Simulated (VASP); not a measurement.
```xyz
2
Lattice="0.0000 2.4670 2.4670 2.4670 0.0000 2.4670 2.4670 2.4670 0.0000" Properties=species:S:1:pos:R:3 pbc="T T T"
Be     0.0000     0.0000     0.0000
S      1.2335     1.2335     1.2335
```

Method: G0W0 on PBE orbitals, VASP's PBE PAW potentials (set 64) (plane waves; VASP). Settings: PREC = Normal, 500 eV cut-off, 4×4×4 Γ-centred mesh, Gaussian smearing of 0.010 eV, potentials Be_sv_GW S_GW.

The mesh is coarse and the basis finite, so the quasiparticle values are not converged.

NBANDS = 160, ENCUTGW = 200 eV, NOMEGA = 64. The PBE levels (eV) that the step starts from are:

| state | KS energy | filling |
|---|---|---|
| k1 (0.00, 0.00, 0.00), band 2 | -9.80 | 2 |
| k1 (0.00, 0.00, 0.00), band 3 | 3.54 | 2 |
| k1 (0.00, 0.00, 0.00), band 4 | 3.54 | 2 |
| k1 (0.00, 0.00, 0.00), band 5 | 3.54 | 2 |
| k1 (0.00, 0.00, 0.00), band 6 | 9.04 | 0 |
| k1 (0.00, 0.00, 0.00), band 7 | 9.17 | 0 |
| k1 (0.00, 0.00, 0.00), band 8 | 9.17 | 0 |
| k1 (0.00, 0.00, 0.00), band 9 | 9.17 | 0 |
| k4 (0.25, 0.25, 0.00), band 2 | -8.99 | 2 |
| k4 (0.25, 0.25, 0.00), band 3 | 0.92 | 2 |
| k4 (0.25, 0.25, 0.00), band 4 | 2.03 | 2 |
| k4 (0.25, 0.25, 0.00), band 5 | 2.03 | 2 |
| k4 (0.25, 0.25, 0.00), band 6 | 8.00 | 0 |
| k4 (0.25, 0.25, 0.00), band 7 | 10.08 | 0 |
| k4 (0.25, 0.25, 0.00), band 8 | 12.03 | 0 |
| k4 (0.25, 0.25, 0.00), band 9 | 12.03 | 0 |
| k7 (0.50, 0.50, 0.00), band 2 | -7.85 | 2 |
| k7 (0.50, 0.50, 0.00), band 3 | -1.18 | 2 |
| k7 (0.50, 0.50, 0.00), band 4 | 1.06 | 2 |
| k7 (0.50, 0.50, 0.00), band 5 | 1.06 | 2 |
| k7 (0.50, 0.50, 0.00), band 6 | 6.73 | 0 |
| k7 (0.50, 0.50, 0.00), band 7 | 8.54 | 0 |
| k7 (0.50, 0.50, 0.00), band 8 | 15.83 | 0 |
| k7 (0.50, 0.50, 0.00), band 9 | 15.83 | 0 |

Problem. Give the quasiparticle energies and renormalisation factors Z.

Solution. 
```
state                          QP energy (eV)     Z
-----------------------------  --------------  ----
k1 (0.00, 0.00, 0.00), band 2          -11.23  0.74
k1 (0.00, 0.00, 0.00), band 3            2.41  0.79
k1 (0.00, 0.00, 0.00), band 4            2.41  0.79
k1 (0.00, 0.00, 0.00), band 5            2.41  0.79
k1 (0.00, 0.00, 0.00), band 6            9.52  0.80
k1 (0.00, 0.00, 0.00), band 7            9.91  0.80
k1 (0.00, 0.00, 0.00), band 8            9.91  0.80
k1 (0.00, 0.00, 0.00), band 9            9.91  0.80
k4 (0.25, 0.25, 0.00), band 2          -10.34  0.74
k4 (0.25, 0.25, 0.00), band 3           -0.38  0.78
k4 (0.25, 0.25, 0.00), band 4            0.83  0.78
k4 (0.25, 0.25, 0.00), band 5            0.83  0.78
k4 (0.25, 0.25, 0.00), band 6            8.53  0.81
k4 (0.25, 0.25, 0.00), band 7           10.64  0.80
k4 (0.25, 0.25, 0.00), band 8           12.86  0.78
k4 (0.25, 0.25, 0.00), band 9           12.86  0.78
k7 (0.50, 0.50, 0.00), band 2           -9.08  0.73
k7 (0.50, 0.50, 0.00), band 3           -2.66  0.76
k7 (0.50, 0.50, 0.00), band 4           -0.22  0.78
k7 (0.50, 0.50, 0.00), band 5           -0.22  0.78
k7 (0.50, 0.50, 0.00), band 6            7.10  0.81
k7 (0.50, 0.50, 0.00), band 7            9.05  0.80
k7 (0.50, 0.50, 0.00), band 8           16.80  0.76
k7 (0.50, 0.50, 0.00), band 9           16.80  0.76
```
On the mesh the gap opens from 3.19 to 4.69 eV.

The compound is BeS in the zinc blende structure. This cell is one point of a volume scan, at 1.04 of the reference volume. The k-mesh is coarse (spacing up to 0.55 per Å, 2π included), so the numbers may not be converged in it.
